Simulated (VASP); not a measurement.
# Ag: relaxation of cell and atoms with r2SCAN

Ag:

```
CELL_PARAMETERS angstrom
0.00000 2.06750 2.06750
2.06750 0.00000 2.06750
2.06750 2.06750 0.00000
ATOMIC_POSITIONS crystal
Ag 0.00000 0.00000 0.00000
```

```yaml
Program: VASP 6.6.1
Task: relaxation of cell and atoms
Functional: r2SCAN
Potentials_or_basis: VASP PAW PBE potentials, release 64 (Ag)
Cutoff: 600 eV
k_mesh: 18 × 18 × 18
Occupations: gaussian, width 0.1 eV
Spin: no spin polarisation
Further_INCAR_settings: ALGO = Normal; EDIFF = 1e-07; IBRION = 2; EDIFFG = -0.005; NSW = 90; ISIF = 3
```

* Relaxed volume: 17.30 Å³/atom
* Relaxed cell: a = 2.903 Å, b = 2.903 Å, c = 2.903 Å, α = 60.00°, β = 60.00°, γ = 60.00°
* Space group after relaxing (to 0.05 Å): Fm-3m (No. 225)
* Energy gained by relaxing: 2.5 meV/atom
* Ionic steps: 3
* Pressure after relaxing: 0.0 GPa
* Band gap on the k mesh: none (metal or under the smearing width)

The path:
```csv
step,energy change (eV),largest force (eV/Å),pressure (GPa),volume (Å³)
1,0.0000,0.0000,-2.10,17.68
2,-0.0016,0.0000,1.36,17.09
3,-0.0025,0.0000,0.01,17.30
```

Final structure:
```yaml
crystal:
  lattice:
    - [0.00000, 2.05282, 2.05282]
    - [2.05282, 0.00000, 2.05282]
    - [2.05282, 2.05282, 0.00000]
  atoms:
    - { symbol: Ag, position: [0.00000, 0.00000, 0.00000] }
```

Levels at points of the mesh, in eV from the Fermi level:
| k point | band 4 | band 5 | band 6 | band 7 | band 8 | band 9 |
| --- | --- | --- | --- | --- | --- | --- |
| (0.00, 0.00, 0.00) | -5.05 | -4.04 | -4.04 | 16.65 | 20.29 | 20.29 |
| (0.50, 0.00, 0.00) | -3.24 | -3.24 | -0.26 | 3.66 | 15.89 | 18.49 |
| (0.50, 0.50, 0.00) | -3.03 | -3.03 | 1.78 | 6.89 | 11.09 | 11.09 |

Wall time 2.2 min on 1 thread of Intel(R) Xeon(R) 6975P-C (Granite Rapids) (shared host), peak memory 0.19 GiB.

Caveat: the PAW data sets were made with another functional, which shifts forces and pressure a little.
